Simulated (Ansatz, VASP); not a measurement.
# Cs3Bi2Br9: VASP beside Ansatz

One calculation is typed for both programs; each brings its own data sets. How far apart do they land? The cell is taken from a series of runs on this material, whose earlier steps may have relaxed, scaled, displaced or heated it; both programs get it as it stands.

Main program and level: Ansatz 0.2.0; plane waves, with VASP 6.6.1 beside it; relaxation of cell and atoms at PBEsol with D3(BJ).

## 1. The structure

The structure is trigonal, space group P-3m1 (No. 164). The conventional cell has a = 7.703 Å, b = 7.703 Å, c = 9.604 Å, α = 90.00°, β = 90.00°, γ = 120.00°. Cs has 12 Br at 3.84 to 3.93 Å nearest. Cs has 12 Br at 3.85 to 3.93 Å nearest. Bi has 6 Br at 2.72 to 2.91 Å nearest. Br has 2 Bi at 2.91 Å and 4 Cs at 3.85 to 3.93 Å nearest. Br has 1 Bi at 2.72 Å and 4 Cs at 3.84 to 3.93 Å nearest. Farther neighbours and most contacts between anions are not listed.

Coordinates:

```
Cs Bi Br
1.0
     7.70333    0.00000    0.00000
    -3.85166    6.67128    0.00000
     0.00000    0.00000    9.60395
Cs Bi Br
3 2 9
Direct
  0.66667 0.33333 0.66305
  0.33333 0.66667 0.33695
  0.00000 0.00000 0.00000
  0.66667 0.33333 0.19590
  0.33333 0.66667 0.80410
  0.50000 0.50000 0.00000
  0.50000 0.00000 0.00000
  0.00000 0.50000 0.00000
  0.31919 0.15959 0.34382
  0.84041 0.15959 0.34382
  0.84041 0.68081 0.34382
  0.15959 0.31919 0.65618
  0.15959 0.84041 0.65618
  0.68081 0.84041 0.65618
```

## 2. VASP: relaxation of cell and atoms, PBEsol with D3(BJ)

The relaxed volume is the usual yardstick between codes: in a stiff, nearly cubic crystal its relative difference is about their pressure difference at one cell divided by the bulk modulus.

Lines of VASP's logs that name or quote its potential files are left out, and so is its time.

INCAR

```
SYSTEM = Cs3Bi2Br9
PREC = Accurate
ENCUT = 500
EDIFF = 1E-07
NELM = 120
ISMEAR = 0
SIGMA = 0.02
LREAL = .FALSE.
ALGO = Normal
GGA = PS
IVDW = 12
NBANDS = 74
LORBIT = 11
LWAVE = .FALSE.
LCHARG = .FALSE.
ISIF = 3
IBRION = 2
NSW = 80
EDIFFG = -0.005
LASPH = .TRUE.
GGA_COMPAT = .FALSE.
NELMIN = 4
EFERMI = MIDGAP
KPAR = 4
```

POSCAR

```
Cs3Bi2Br9
1.0
    7.7033269988      0.0000000000      0.0000000000
   -3.8516634994      6.6712768746      0.0000000000
    0.0000000000      0.0000000000      9.6039455102
Cs Bi Br
3 2 9
Direct
    0.6666666667      0.3333333333      0.6630474855
    0.3333333333      0.6666666667      0.3369525145
    0.0000000000      0.0000000000      0.0000000000
    0.6666666667      0.3333333333      0.1959020091
    0.3333333333      0.6666666667      0.8040979909
    0.5000000000      0.5000000000      0.0000000000
    0.5000000000      0.0000000000      0.0000000000
    0.0000000000      0.5000000000      0.0000000000
    0.3191891325      0.1595945662      0.3438238244
    0.8404054338      0.1595945662      0.3438238244
    0.8404054338      0.6808108675      0.3438238244
    0.1595945662      0.3191891325      0.6561761756
    0.1595945662      0.8404054338      0.6561761756
    0.6808108675      0.8404054338      0.6561761756
```

KPOINTS

```
Automatic mesh
0
Gamma
6 6 4
0 0 0
```

The projector-augmented-wave data sets are Cs_sv, Bi_d and Br (PBE family, release 64).

Run with:

```console
$ mpirun -np 4 vasp_std
```

Numbers of over 12 decimals in the logs are rounded to 6 here.

The program printed:

```text
[banner, memory and clock lines left out]
running    4 mpi-ranks, on    1 nodes
 distrk:  each k-point on    1 cores,    4 groups
 distr:  one band on    1 cores,    1 groups

 POSCAR found type information on POSCAR CsBiBr
 POSCAR found :  3 types and      14 ions
|                                                                             |
|               ----> ADVICE to this user running VASP <----                  |
|                                                                             |
|     You enforced a specific xc type in the INCAR file but a different       |
|     [... a line on the potential file left out ...]
|     I HOPE YOU KNOW WHAT YOU ARE DOING!                                     |
|                                                                             |

 LDA part: xc-table for (Slater+PW92), standard interpolation
 POSCAR, INCAR and KPOINTS ok, starting setup
 FFT: planning ... GRIDC
 FFT: planning ... GRID_SOFT
 FFT: planning ... GRID
 WAVECAR not read
 entering main loop
       N       E                     dE             d eps       ncg     rms          rms(c)
DAV:   1     0.105216775045E+04    0.10522E+04   -0.51067E+04  3608   0.141E+03
DAV:   2     0.866564683395E+02   -0.96551E+03   -0.93446E+03  4406   0.311E+02
DAV:   3    -0.419070017402E+02   -0.12856E+03   -0.12773E+03  4232   0.136E+02
DAV:   4    -0.469326621787E+02   -0.50257E+01   -0.50041E+01  4264   0.331E+01
DAV:   5    -0.471212678565E+02   -0.18861E+00   -0.18847E+00  4800   0.577E+00    0.895E+00
DAV:   6    -0.454912833526E+02    0.16300E+01   -0.24070E+00  5004   0.691E+00    0.604E+00
DAV:   7    -0.453823880911E+02    0.10890E+00   -0.12325E+00  4584   0.332E+00    0.199E+00
DAV:   8    -0.453775513830E+02    0.48367E-02   -0.13950E-01  4528   0.167E+00    0.595E-01
DAV:   9    -0.453790926538E+02   -0.15413E-02   -0.18207E-02  4352   0.538E-01    0.174E-01
DAV:  10    -0.453797094435E+02   -0.61679E-03   -0.16652E-03  4552   0.152E-01    0.890E-02
DAV:  11    -0.453799913096E+02   -0.28187E-03   -0.47326E-04  5080   0.739E-02    0.252E-02
DAV:  12    -0.453800050751E+02   -0.13765E-04   -0.98758E-05  4536   0.384E-02    0.184E-02
DAV:  13    -0.453800104649E+02   -0.53898E-05   -0.32724E-05  4208   0.213E-02    0.692E-03
DAV:  14    -0.453800103250E+02    0.13991E-06   -0.29580E-06  4136   0.796E-03    0.308E-03
DAV:  15    -0.453800106545E+02   -0.32953E-06   -0.22744E-06  4296   0.455E-03    0.184E-03
DAV:  16    -0.453800107058E+02   -0.51259E-07   -0.37412E-07  3824   0.222E-03
   1 F= -.48821417E+02 E0= -.48821417E+02  d E =-.488214E+02
 curvature:   0.00 expect dE= 0.000E+00 dE for cont linesearch  0.000E+00
 trial: gam= 0.00000 g(F)=  0.751E-04 g(S)=  0.155E-03 ort = 0.000E+00 (trialstep = 0.100E+01)
 search vector abs. value=  0.230E-03
 bond charge predicted
       N       E                     dE             d eps       ncg     rms          rms(c)
DAV:   1    -0.453858219155E+02   -0.58113E-02   -0.39410E-02  4642   0.969E-01    0.197E-01
DAV:   2    -0.453848101626E+02    0.10118E-02   -0.24618E-03  4688   0.233E-01    0.795E-02
DAV:   3    -0.453845820395E+02    0.22812E-03   -0.75730E-04  4750   0.125E-01    0.247E-02
DAV:   4    -0.453845705521E+02    0.11487E-04   -0.36865E-05  5016   0.280E-02    0.183E-02
DAV:   5    -0.453845648782E+02    0.56739E-05   -0.81199E-06  4824   0.137E-02    0.672E-03
DAV:   6    -0.453845635922E+02    0.12859E-05   -0.57102E-07  3960   0.399E-03    0.145E-03
DAV:   7    -0.453845634875E+02    0.10474E-06   -0.11045E-07  2464   0.121E-03    0.352E-04
DAV:   8    -0.453845635637E+02   -0.76267E-07   -0.21597E-08  2328   0.815E-04
   2 F= -.48821506E+02 E0= -.48821506E+02  d E =-.893941E-04
 trial-energy change:   -0.000089  1 .order   -0.000088   -0.000230    0.000054
 step:   0.8150(harm=  0.8112)  dis= 0.00049  next Energy=   -48.821511 (dE=-0.943E-04)
 bond charge predicted
       N       E                     dE             d eps       ncg     rms          rms(c)
DAV:   1    -0.453837855288E+02    0.77796E-03   -0.13472E-03  4626   0.179E-01    0.365E-02
DAV:   2    -0.453837492774E+02    0.36251E-04   -0.84281E-05  4670   0.431E-02    0.147E-02
DAV:   3    -0.453837417533E+02    0.75241E-05   -0.25816E-05  4732   0.231E-02    0.457E-03
DAV:   4    -0.453837421365E+02   -0.38324E-06   -0.12058E-06  4288   0.519E-03    0.334E-03
DAV:   5    -0.453837428734E+02   -0.73686E-06   -0.32402E-07  2838   0.262E-03    0.123E-03
DAV:   6    -0.453837431319E+02   -0.25848E-06   -0.39134E-08  2140   0.120E-03    0.269E-04
DAV:   7    -0.453837431595E+02   -0.27658E-07   -0.10157E-08  2076   0.544E-04
   3 F= -.48821512E+02 E0= -.48821512E+02  d E =-.945239E-04
 curvature:  -0.41 expect dE=-0.145E-05 dE for cont linesearch -0.200E-10
 trial: gam= 0.01598 g(F)=  0.308E-05 g(S)=  0.487E-06 ort =-0.107E-06 (trialstep = 0.963E+00)
 search vector abs. value=  0.362E-05
 reached required accuracy - stopping structural energy minimisation
```

Parts of OUTCAR (step 2):

```text
ion  position               nearest neighbor table
   1  0.667  0.333  0.663-
   2  0.333  0.667  0.337-
   3  0.000  0.000  0.000-
   4  0.667  0.333  0.196-  11 2.72  10 2.72   9 2.72   7 2.91   8 2.91   6 2.91
   5  0.333  0.667  0.804-  12 2.72  13 2.72  14 2.72   7 2.91   8 2.91   6 2.91
   6  0.500  0.500  0.000-   4 2.91   5 2.91
   7  0.500  0.000  0.000-   4 2.91   5 2.91
   8  0.000  0.500  0.000-   4 2.91   5 2.91
   9  0.319  0.160  0.344-   4 2.72
  10  0.840  0.160  0.344-   4 2.72
  11  0.840  0.681  0.344-   4 2.72
  12  0.160  0.319  0.656-   5 2.72
  13  0.160  0.840  0.656-   5 2.72
  14  0.681  0.840  0.656-   5 2.72

  LATTYP: Found a hexagonal cell.
 ALAT       =     7.7033269988
 C/A-ratio  =     1.2467269677

 Subroutine GETGRP returns: Found 12 space group operations
 (whereof 12 operations were pure point group operations)

The static configuration has the point symmetry D_3d.

 Found     24 irreducible k-points:

   k-points           NKPTS =     24   k-points in BZ     NKDIM =     24   number of bands    NBANDS=     74

   dimension x,y,z NGX =    56 NGY =   56 NGZ =   70
   dimension x,y,z NGXF=   112 NGYF=  112 NGZF=  140

   ENCUT  =  500.0 eV  36.75 Ry    6.06 a.u.  14.04 14.04 17.51*2*pi/ulx,y,z

   NELECT =     120.0000    total number of electrons

 k-points in reciprocal lattice and weights: Automatic mesh
   0.00000000  0.00000000  0.00000000       0.007
   0.16666667 -0.00000000  0.00000000       0.042
   0.33333333  0.00000000  0.00000000       0.042
   0.50000000 -0.00000000  0.00000000       0.021
   0.16666667  0.16666667  0.00000000       0.042
   0.33333333  0.16666667  0.00000000       0.083
   0.33333333  0.33333333  0.00000000       0.014
   0.00000000  0.00000000  0.25000000       0.014
   0.16666667 -0.00000000  0.25000000       0.042
[...]
0.33333333  0.16666667  0.50000000       0.083
   0.33333333  0.33333333  0.50000000       0.014

 Edisp (eV)   -3.43694

 average (electrostatic) potential at core
       1 -48.5767       2 -48.5767       3 -48.6451       4-109.3323       5-109.3323
       6 -63.5826       7 -63.5826       8 -63.5826       9 -63.4257      10 -63.4257
      11 -63.4257      12 -63.4257      13 -63.4257      14 -63.4257

 E-fermi :   2.0251

 k-point     1 :       0.0000    0.0000    0.0000
  band No.  band energies     occupation
    ...
     56       0.1248      2.00000
     57       0.2267      2.00000
     58       0.2267      2.00000
     59       0.2987      2.00000
     60       0.8544      2.00000
     61       3.1383      0.00000
     62       4.1045      0.00000
     63       4.1045      0.00000
     64       5.1779      0.00000
     65       5.1928      0.00000
    ...

 k-point     2 :       0.1667   -0.0000    0.0000
  band No.  band energies     occupation
    ...
     56       0.0640      2.00000
     57       0.1223      2.00000
     58       0.2105      2.00000
     59       0.3035      2.00000
     60       0.9120      2.00000
     61       3.4362      0.00000
     62       3.9846      0.00000
     63       4.0806      0.00000
     64       5.1593      0.00000
     65       5.3970      0.00000
    ...

 k-point     3 :       0.3333    0.0000    0.0000
  band No.  band energies     occupation
    ...
     56      -0.0215      2.00000
     57       0.0784      2.00000
     58       0.0802      2.00000
     59       0.3557      2.00000
     60       0.8465      2.00000
     61       3.7639      0.00000
     62       4.0397      0.00000
     63       4.0944      0.00000
     64       5.0851      0.00000
     65       5.6721      0.00000
    ...

 Edisp (eV)   -3.43777

  Total      -0.00542    -0.00542     0.00909     0.00000    -0.00000     0.00000
  in kB      -0.01759    -0.01759     0.02946     0.00000    -0.00000     0.00000
  external pressure =       -0.00 kB  Pullay stress =        0.00 kB

  energy-cutoff  :      500.00
  volume of cell :      494.07
      direct lattice vectors                 reciprocal lattice vectors
     7.705927248  0.000000000  0.000000000     0.129770236  0.074922881  0.000000000
    -3.852963624  6.673528757 -0.000000000     0.000000000  0.149845762  0.000000000
     0.000000000  0.000000000  9.607362641     0.000000000  0.000000000  0.104086838

 POSITION                                       TOTAL-FORCE (eV/Angst)
 -----------------------------------------------------------------------------------
      3.85296      2.22451      6.37010         0.000000      0.000000     -0.001776
     -0.00000      4.44902      3.23726         0.000000     -0.000000      0.001776
      0.00000      0.00000      0.00000         0.000000      0.000000      0.000000
      3.85296      2.22451      1.88173         0.000000     -0.000000      0.004954
     -0.00000      4.44902      7.72563         0.000000      0.000000     -0.004954
      1.92648      3.33676     -0.00000         0.000000      0.000000      0.000000
      3.85296      0.00000      0.00000         0.000000      0.000000      0.000000
     -1.92648      3.33676     -0.00000         0.000000      0.000000      0.000000
      1.84432      1.06482      3.30358        -0.000546     -0.000315      0.001008
      5.86161      1.06482      3.30358         0.000546     -0.000315      0.001008
      3.85296      4.54390      3.30358         0.000000      0.000630      0.001008
     -0.00000      2.12963      6.30378         0.000000     -0.000630     -0.001008
     -2.00865      5.60871      6.30378        -0.000546      0.000315     -0.001008
      2.00865      5.60871      6.30378         0.000546      0.000315     -0.001008
 -----------------------------------------------------------------------------------
    total drift:                               -0.000000     -0.000000      0.000000

  FREE ENERGIE OF THE ION-ELECTRON SYSTEM (eV)
  ---------------------------------------------------
  free  energy   TOTEN  =       -48.8215115118 eV

  energy  without entropy=      -48.8215115118  energy(sigma->0) =      -48.82151151

 reached required accuracy - stopping structural energy minimisation

 total charge
# of ion       s       p       d       tot
------------------------------------------
    1        1.843   4.693   0.023   6.559
    2        1.843   4.693   0.023   6.559
    3        1.843   4.694   0.021   6.558
    4        1.638   0.991   9.992  12.621
    5        1.638   0.991   9.992  12.621
    6        1.606   3.242   0.012   4.859
    7        1.606   3.242   0.012   4.859
    8        1.606   3.242   0.012   4.859
    9        1.610   3.216   0.012   4.838
   10        1.610   3.216   0.012   4.838
   11        1.610   3.216   0.012   4.838
   12        1.610   3.216   0.012   4.838
   13        1.610   3.216   0.012   4.838
   14        1.610   3.216   0.012   4.838
--------------------------------------------------
tot         23.285  45.083  20.159  88.527

[... 3 further parts left out ...]
```

## 3. Ansatz: relaxation of cell and atoms, PBEsol with D3(BJ)

Ansatz runs on its default PAW (the set named soft_2) files.

The same cell, functional, mesh and smearing now go to Ansatz, which takes its cutoff from its data sets.

input.yaml

```yaml
crystal:
  lattice:
    - [7.7033269988, 0.0, 0.0]
    - [-3.8516634994, 6.6712768746, 0.0]
    - [0.0, 0.0, 9.6039455102]
  atoms:
    - { symbol: Cs, position: [0.6666666667, 0.3333333333, 0.6630474855] }
    - { symbol: Cs, position: [0.3333333333, 0.6666666667, 0.3369525145] }
    - { symbol: Cs, position: [0.0, 0.0, 0.0] }
    - { symbol: Bi, position: [0.6666666667, 0.3333333333, 0.1959020091] }
    - { symbol: Bi, position: [0.3333333333, 0.6666666667, 0.8040979909] }
    - { symbol: Br, position: [0.5, 0.5, 0.0] }
    - { symbol: Br, position: [0.5, 0.0, 0.0] }
    - { symbol: Br, position: [0.0, 0.5, 0.0] }
    - { symbol: Br, position: [0.3191891325, 0.1595945662, 0.3438238244] }
    - { symbol: Br, position: [0.8404054338, 0.1595945662, 0.3438238244] }
    - { symbol: Br, position: [0.8404054338, 0.6808108675, 0.3438238244] }
    - { symbol: Br, position: [0.1595945662, 0.3191891325, 0.6561761756] }
    - { symbol: Br, position: [0.1595945662, 0.8404054338, 0.6561761756] }
    - { symbol: Br, position: [0.6808108675, 0.8404054338, 0.6561761756] }
kpoints:
  mp_grid: { grid: [6, 6, 4] }
hamiltonian:
  xc: pbesol
  dispersion: d3bj
scf:
  occupations: { method: gaussian, width: 0.02 }
output:
  forces: true
  stress: true
  eigenvalues: true
relax:
  adjacent_minimum: "off"
  f_tol: 0.005
  max_steps: 80
  cell: { stress_tol: 0.05 }
```

Run with:

```console
$ ansatz run input.yaml --threads 16 --pin off --max-ram 61440MiB --backend cuda --events-out ev --progress --plain --runs-dir out --max-vram 78GiB
```

The program printed:

```text
Engine: ansatz 0.2.0, aarch64-unknown-linux-gnu
Pseudopotentials: kind: paw
Pseudopotential: Cs, paw, valence charge 9, recommended cutoff 420 eV (normal), Cs.paw.azcp
Pseudopotential: Bi, paw, valence charge 15, recommended cutoff 420 eV (normal), Bi.paw.azcp
Pseudopotential: Br, paw, valence charge 7, recommended cutoff 420 eV (normal), Br.paw.azcp
Functional definition: PBEsol
  exchange = pbesol_x
  correlation = pbesol_c
device memory: the entry about to start is reckoned to put 8.2 GiB on a device that reports 146.0 GiB free (of which the cap on the GPU budget leaves the run 78.0 GiB)
GPU FFT provider: cuFFT
GPU libraries: cuBLAS 13.8.1, cuFFT 12.4.0, cuSOLVER 12.3.2
GPU matrix products: emulated (plane waves: as basis.precision tells), large ones in fixed point in workspaces of 1.00 GiB
[...]
Basis set: ecut = 420 eV, 9651 PW (Γ), exchange–correlation on 108×108×144 points (8 copies of the dense FFT grid, shifted against one another)
[...]
k-points: 24 of 144
[...]
- { symbol: Br, position: [0.0, 0.5, 0.0] }
    - { symbol: Br, position: [0.319189, 0.159595, 0.343824] }
    - { symbol: Br, position: [0.840405, 0.159595, 0.343824] }
    - { symbol: Br, position: [0.840405, 0.680811, 0.343824] }
    - { symbol: Br, position: [0.159595, 0.319189, 0.656176] }
    - { symbol: Br, position: [0.159595, 0.840405, 0.656176] }
    - { symbol: Br, position: [0.680811, 0.840405, 0.656176] }
```

## 4. Comparison

Known differences besides the potentials themselves: the cutoff is 420 eV in Ansatz and 500 eV in VASP; Ansatz makes its cores anew for this functional, VASP keeps those of its PBE data sets. Total energies have different zeros and are not compared.

Compared:

```csv
quantity,Ansatz,VASP,difference
volume (Å³),493.56,494.07,-0.10 %
"edge a after relaxation, in the typed setting (Å)",7.703,7.706,-0.03 %
"edge c after relaxation, in the typed setting (Å)",9.604,9.607,-0.04 %
```

## 5. Outcome

```json
{
 "difference in volume (relaxation of cell and atoms, PBEsol with D3(BJ))": "-0.10 %"
}
```

The difference in volume is -0.10 % (relaxation of cell and atoms, PBEsol with D3(BJ)), within the 1.2 % picked in this series as the mark of a large difference, as far as the stopping tolerances let one tell. 1 further run of this series is not shown here. Such differences can come from data sets, numerical settings and the points named under the comparisons, not from the functional's error against experiment.

[Lines on the potential files, build, host, timing and source positions are cut from VASP's logs without a mark.]

[Logs are printed without paths, hosts, clocks, repeated set-up lines and the standing remarks that a program may print on its own settings, such as how far it seeks lower states.]

[Hosts, paths, dates, database ids (printed as entryN), source tags and the programs' standing remarks are cut or masked in the printed files.]
